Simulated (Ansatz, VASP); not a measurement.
# Cross-check of TiGe between VASP and Ansatz, part 2 of 3

Wanted: the spread between two codes on one cell, functional and k mesh. The cell is generated by rule, not measured, and may not be a known phase. The cell is taken from a series of runs on this material, whose earlier steps may have relaxed, scaled, displaced or heated it; both programs get it as it stands.

VASP 6.6.1 and Ansatz 0.2.0.

So far: The structure; Ansatz: zone-centre phonons, PBEsol.

### Step 3. VASP: zone-centre phonons, PBEsol

Level of this step: PBEsol; plane waves and PAW (Ti_sv, Ge_d); invented cell (VASP).

The same cell, functional, mesh and smearing now go to VASP, with its own data sets.

Lines of VASP's logs that name or quote its potential files are left out, and so is its time.

The input, INCAR:

```
SYSTEM = TiGe
PREC = Accurate
ENCUT = 500
EDIFF = 1E-08
NELM = 120
ISMEAR = 1
SIGMA = 0.15
LREAL = .FALSE.
ALGO = Normal
GGA = PS
NBANDS = 32
LASPH = .TRUE.
LORBIT = 11
LWAVE = .FALSE.
LCHARG = .FALSE.
ISIF = 2
IBRION = 8
GGA_COMPAT = .FALSE.
KPAR = 2
```

The input, POSCAR:

```
TiGe
1.0
    3.5362769215     -0.0000028566      0.0000000000
   -1.7681359868      3.0625070772      0.0000000000
    0.0000000000      0.0000000000      6.4169503469
Ti Ge
2 2
Direct
    0.0000000000      0.0000000000      0.0000000000
    0.0000000000      0.0000000000      0.5000000000
    0.3333333333      0.6666666667      0.2500000000
    0.6666666667      0.3333333333      0.7500000000
```

The input, KPOINTS:

```
Automatic mesh
0
Gamma
12 12 6
0 0 0
```

The projector-augmented-wave data sets are Ti_sv and Ge_d (PBE family, release 64).

Started as:

```bash
$ mpirun -np 2 vasp_std
```

The program printed:

```text
[banner, memory and clock lines left out]
running    2 mpi-ranks, on    1 nodes
 distrk:  each k-point on    1 cores,    2 groups
 distr:  one band on    1 cores,    1 groups

 POSCAR found type information on POSCAR TiGe
 POSCAR found :  2 types and       4 ions
|                                                                             |
|               ----> ADVICE to this user running VASP <----                  |
|                                                                             |
|     You enforced a specific xc type in the INCAR file but a different       |
|     [... a line on the potential file left out ...]
|     I HOPE YOU KNOW WHAT YOU ARE DOING!                                     |
|                                                                             |

 LDA part: xc-table for (Slater+PW92), standard interpolation
 POSCAR, INCAR and KPOINTS ok, starting setup
 FFT: planning ... GRIDC
 FFT: planning ... GRID_SOFT
 FFT: planning ... GRID
 WAVECAR not read
 entering main loop
       N       E                     dE             d eps       ncg     rms          rms(c)
DAV:   1     0.536928869853E+03    0.53693E+03   -0.25743E+04  5720   0.372E+03
DAV:   2     0.578823960706E+02   -0.47905E+03   -0.46977E+03  4880   0.782E+02
DAV:   3    -0.257649172747E+02   -0.83647E+02   -0.82628E+02  6768   0.221E+02
DAV:   4    -0.329111704024E+02   -0.71463E+01   -0.71145E+01  7192   0.611E+01
DAV:   5    -0.332170890107E+02   -0.30592E+00   -0.30584E+00  6640   0.109E+01    0.161E+01
DAV:   6    -0.287501702448E+02    0.44669E+01   -0.41941E+01  6064   0.409E+01    0.487E+00
DAV:   7    -0.284251457319E+02    0.32502E+00   -0.51647E+00  6152   0.182E+01    0.299E+00
DAV:   8    -0.284030814707E+02    0.22064E-01   -0.45954E-01  6440   0.545E+00    0.835E-01
DAV:   9    -0.283990242569E+02    0.40572E-02   -0.77656E-02  6440   0.236E+00    0.365E-01
DAV:  10    -0.284001906949E+02   -0.11664E-02   -0.41730E-03  6440   0.650E-01    0.567E-02
DAV:  11    -0.284001491716E+02    0.41523E-04   -0.12037E-03  7040   0.327E-01    0.581E-02
DAV:  12    -0.284001377362E+02    0.11435E-04   -0.11510E-04  7224   0.675E-02    0.206E-02
DAV:  13    -0.284001353275E+02    0.24087E-05   -0.14081E-05  7536   0.203E-02    0.731E-03
DAV:  14    -0.284001360259E+02   -0.69838E-06   -0.22649E-06  6304   0.105E-02    0.135E-03
DAV:  15    -0.284001359244E+02    0.10153E-06   -0.83166E-08  5880   0.279E-03    0.529E-04
DAV:  16    -0.284001359299E+02   -0.55643E-08   -0.13787E-08  3984   0.837E-04
   1 F= -.28400136E+02 E0= -.28401455E+02  d E =0.395774E-02
 Linear response reoptimize wavefunctions to high precision
DAV:   1    -0.284001359240E+02    0.59554E-08   -0.26590E-09  4000   0.467E-04
DAV:   2    -0.284001359240E+02   -0.40018E-10   -0.41666E-10  3264   0.177E-04
 Linear response DOF=           4
 Linear response progress:
  Degree of freedom:   1/  4
       N       E                     dE             d eps       ncg     rms          rms(c)
RMM:   1    -0.737305744373E+00   -0.73731E+00    0.10571E+01 16252   0.896E+01
RMM:   2    -0.696738012230E+00    0.40568E-01   -0.43559E-01 30090   0.428E+00    0.220E-01
RMM:   3    -0.696697903333E+00    0.40109E-04   -0.38128E-02 33179   0.121E+00    0.102E-01
RMM:   4    -0.697146640363E+00   -0.44874E-03   -0.13269E-02 38749   0.469E-01    0.358E-02
RMM:   5    -0.698193422919E+00   -0.10468E-02   -0.22552E-03 39560   0.177E-01    0.245E-02
RMM:   6    -0.698642559086E+00   -0.44914E-03   -0.99564E-04 40336   0.103E-01    0.248E-02
RMM:   7    -0.699190172636E+00   -0.54761E-03   -0.27998E-04 38810   0.614E-02    0.600E-03
RMM:   8    -0.699286414871E+00   -0.96242E-04   -0.14741E-04 40519   0.384E-02    0.284E-03
RMM:   9    -0.699380701982E+00   -0.94287E-04   -0.71808E-05 41395   0.247E-02    0.920E-04
RMM:  10    -0.699387386132E+00   -0.66842E-05   -0.39958E-05 42382   0.163E-02    0.678E-04
RMM:  11    -0.699411940867E+00   -0.24555E-04   -0.28815E-05 41792   0.119E-02    0.240E-04
RMM:  12    -0.699405604873E+00    0.63360E-05   -0.19572E-05 42483   0.895E-03    0.222E-04
RMM:  13    -0.699406676246E+00   -0.10714E-05   -0.17459E-05 42003   0.704E-03    0.135E-04
RMM:  14    -0.699408571434E+00   -0.18952E-05   -0.13032E-05 42419   0.573E-03    0.166E-04
[...]
RMM:  23    -0.699413496957E+00   -0.16828E-06   -0.46883E-06 41892   0.178E-03    0.273E-05
RMM:  24    -0.699413543556E+00   -0.46599E-07   -0.41564E-06 39282   0.165E-03    0.672E-05
RMM:  25    -0.699413676444E+00   -0.13289E-06   -0.39618E-06 41439   0.150E-03    0.702E-05
RMM:  26    -0.699413741540E+00   -0.65096E-07   -0.34872E-06 42629   0.138E-03    0.840E-05
RMM:  27    -0.699413862286E+00   -0.12075E-06   -0.33732E-06 41805   0.128E-03    0.907E-05
RMM:  28    -0.699413927254E+00   -0.64968E-07   -0.30639E-06 40411   0.119E-03    0.971E-05
RMM:  29    -0.699413994575E+00   -0.67321E-07   -0.28597E-06 41311   0.111E-03    0.102E-04
RMM:  30    -0.699414056625E+00   -0.62050E-07   -0.27099E-06 39849   0.104E-03    0.106E-04
 first order change of Fermi-energy  -0.39598E-03
 force on displaced ion       1 direction 1 :  -6.897   0.000   0.000
 Linear response progress:
  Degree of freedom:   2/  4
       N       E                     dE             d eps       ncg     rms          rms(c)
RMM:   1    -0.711211464112E+00   -0.71121E+00    0.24234E+01  6589   0.969E+01
RMM:   2    -0.659433000022E+00    0.51778E-01   -0.56035E-01 10676   0.574E+00    0.229E-01
RMM:   3    -0.659321861938E+00    0.11114E-03   -0.69748E-02 11304   0.212E+00    0.114E-01
RMM:   4    -0.658398569950E+00    0.92329E-03   -0.14395E-02 13420   0.642E-01    0.451E-02
RMM:   5    -0.659092291486E+00   -0.69372E-03   -0.30369E-03 13315   0.253E-01    0.516E-02
RMM:   6    -0.659299489412E+00   -0.20720E-03   -0.11011E-03 13215   0.147E-01    0.246E-02
RMM:   7    -0.659649256431E+00   -0.34977E-03   -0.32582E-04 13915   0.783E-02    0.121E-02
RMM:   8    -0.659964895508E+00   -0.31564E-03   -0.14599E-04 13883   0.487E-02    0.233E-03
RMM:   9    -0.659992338376E+00   -0.27443E-04   -0.66130E-05 15043   0.278E-02    0.908E-04
RMM:  10    -0.659997129129E+00   -0.47908E-05   -0.38723E-05 15136   0.173E-02    0.676E-04
RMM:  11    -0.660009717262E+00   -0.12588E-04   -0.37672E-05 15593   0.116E-02    0.308E-04
RMM:  12    -0.660015374435E+00   -0.56572E-05   -0.27083E-05 15273   0.830E-03    0.235E-04
RMM:  13    -0.660018961520E+00   -0.35871E-05   -0.20003E-05 15847   0.629E-03    0.901E-05
RMM:  14    -0.660017969140E+00    0.99238E-06   -0.20261E-05 16180   0.494E-03    0.101E-04
RMM:  15    -0.660018340396E+00   -0.37126E-06   -0.14292E-05 16265   0.400E-03    0.972E-05
RMM:  16    -0.660018170361E+00    0.17004E-06   -0.11384E-05 15684   0.339E-03    0.215E-04
RMM:  17    -0.660017846951E+00    0.32341E-06   -0.96585E-06 15698   0.292E-03    0.130E-04
RMM:  18    -0.660018167581E+00   -0.32063E-06   -0.85914E-06 16202   0.249E-03    0.135E-04
RMM:  19    -0.660018426649E+00   -0.25907E-06   -0.67165E-06 15819   0.218E-03    0.106E-04
RMM:  20    -0.660018587986E+00   -0.16134E-06   -0.55601E-06 16482   0.189E-03    0.146E-04
RMM:  21    -0.660018748381E+00   -0.16039E-06   -0.49465E-06 16142   0.168E-03    0.141E-04
RMM:  22    -0.660018867047E+00   -0.11867E-06   -0.48198E-06 16463   0.150E-03    0.150E-04
RMM:  23    -0.660018944030E+00   -0.76982E-07   -0.44095E-06 15373   0.138E-03    0.120E-04
RMM:  24    -0.660019032378E+00   -0.88349E-07   -0.42295E-06 15984   0.123E-03    0.129E-04
 first order change of Fermi-energy   0.40818E-03
 force on displaced ion       1 direction 3 :  -0.000  -0.000 -11.559
 Linear response progress:
  Degree of freedom:   3/  4
       N       E                     dE             d eps       ncg     rms          rms(c)
RMM:   1    -0.184799837898E+00   -0.18480E+00    0.10308E+01 25556   0.474E+01
RMM:   2    -0.192540917636E+00   -0.77411E-02   -0.16163E-02 35854   0.825E-01    0.860E-02
RMM:   3    -0.192917164579E+00   -0.37625E-03   -0.20697E-03 40633   0.307E-01    0.497E-02
RMM:   4    -0.193373433702E+00   -0.45627E-03   -0.47480E-04 46034   0.115E-01    0.952E-03
RMM:   5    -0.193384100676E+00   -0.10667E-04   -0.13688E-04 46424   0.428E-02    0.576E-03
RMM:   6    -0.193432397987E+00   -0.48297E-04   -0.66769E-05 49605   0.248E-02    0.248E-03
RMM:   7    -0.193420557417E+00    0.11841E-04   -0.26794E-05 50531   0.154E-02    0.118E-03
RMM:   8    -0.193425052143E+00   -0.44947E-05   -0.17104E-05 49820   0.106E-02    0.391E-04
RMM:   9    -0.193424358999E+00    0.69314E-06   -0.88586E-06 51653   0.753E-03    0.250E-04
RMM:  10    -0.193425931763E+00   -0.15728E-05   -0.65403E-06 50630   0.556E-03    0.153E-04
RMM:  11    -0.193426422057E+00   -0.49029E-06   -0.38359E-06 51368   0.433E-03    0.228E-04
RMM:  12    -0.193424900136E+00    0.15219E-05   -0.26620E-06 48903   0.357E-03    0.628E-04
RMM:  13    -0.193427958540E+00   -0.30584E-05   -0.16258E-06 47996   0.307E-03    0.215E-04
RMM:  14    -0.193428232601E+00   -0.27406E-06   -0.15816E-06 51539   0.240E-03    0.237E-04
[...]
RMM:  19    -0.193430414794E+00   -0.28925E-06   -0.38393E-07 50187   0.109E-03    0.958E-05
RMM:  20    -0.193430573207E+00   -0.15841E-06   -0.22789E-07 50002   0.921E-04    0.133E-04
RMM:  21    -0.193430619314E+00   -0.46107E-07   -0.22407E-07 48718   0.807E-04    0.165E-04
RMM:  22    -0.193430900082E+00   -0.28077E-06   -0.13211E-07 47762   0.731E-04    0.240E-04
RMM:  23    -0.193430542148E+00    0.35793E-06   -0.13875E-07 47376   0.671E-04    0.115E-04
RMM:  24    -0.193430317834E+00    0.22431E-06   -0.11587E-07 48236   0.578E-04    0.401E-05
RMM:  25    -0.193430242567E+00    0.75267E-07   -0.11085E-07 49729   0.497E-04    0.569E-06
RMM:  26    -0.193430250194E+00   -0.76274E-08   -0.66498E-08 50241   0.434E-04    0.671E-06
 first order change of Fermi-energy   0.72600E-04
 force on displaced ion       3 direction 1 :  -6.107  -0.001   0.000
 Linear response progress:
  Degree of freedom:   4/  4
       N       E                     dE             d eps       ncg     rms          rms(c)
RMM:   1    -0.201476520231E+00   -0.20148E+00    0.97368E+00  8413   0.462E+01
RMM:   2    -0.211066544797E+00   -0.95900E-02   -0.26635E-02 11643   0.982E-01    0.261E-01
RMM:   3    -0.214649502048E+00   -0.35830E-02    0.92601E-03 13766   0.839E-01    0.730E-01
RMM:   4    -0.209502122847E+00    0.51474E-02   -0.91254E-03 13835   0.518E-01    0.877E-02
RMM:   5    -0.209955742128E+00   -0.45362E-03   -0.29152E-03 14176   0.221E-01    0.735E-02
RMM:   6    -0.209949275744E+00    0.64664E-05   -0.60527E-04 15118   0.101E-01    0.305E-02
RMM:   7    -0.209960579700E+00   -0.11304E-04   -0.23478E-04 16102   0.510E-02    0.196E-02
RMM:   8    -0.209931029496E+00    0.29550E-04   -0.46617E-05 15984   0.316E-02    0.739E-03
RMM:   9    -0.209930861478E+00    0.16802E-06   -0.11390E-05 16414   0.207E-02    0.102E-03
RMM:  10    -0.209940466212E+00   -0.96047E-05   -0.31241E-05 16422   0.133E-02    0.135E-03
RMM:  11    -0.209942285865E+00   -0.18197E-05   -0.31852E-05 16759   0.920E-03    0.167E-03
RMM:  12    -0.209943485637E+00   -0.11998E-05    0.11833E-06 16338   0.705E-03    0.306E-03
RMM:  13    -0.209944888982E+00   -0.14033E-05   -0.34423E-06 15576   0.625E-03    0.297E-03
RMM:  14    -0.209946052140E+00   -0.11632E-05   -0.54273E-06 16303   0.466E-03    0.315E-03
RMM:  15    -0.209945189413E+00    0.86273E-06   -0.95419E-06 15148   0.437E-03    0.278E-03
 first order change of Fermi-energy  -0.83592E-03
 force on displaced ion       3 direction 3 :   0.000  -0.000 -11.748
 Linear response finished
```

(Continued in part 3 of 3.)

[Lines on the potential files, build, host, timing and source positions are cut from VASP's logs without a mark.]

[Logs are printed without paths, hosts, clocks, repeated set-up lines and the standing remarks that a program may print on its own settings, such as how far it seeks lower states.]

[Hosts, paths, dates, database ids (printed as entryN), source tags and the programs' standing remarks are cut or masked in the printed files.]
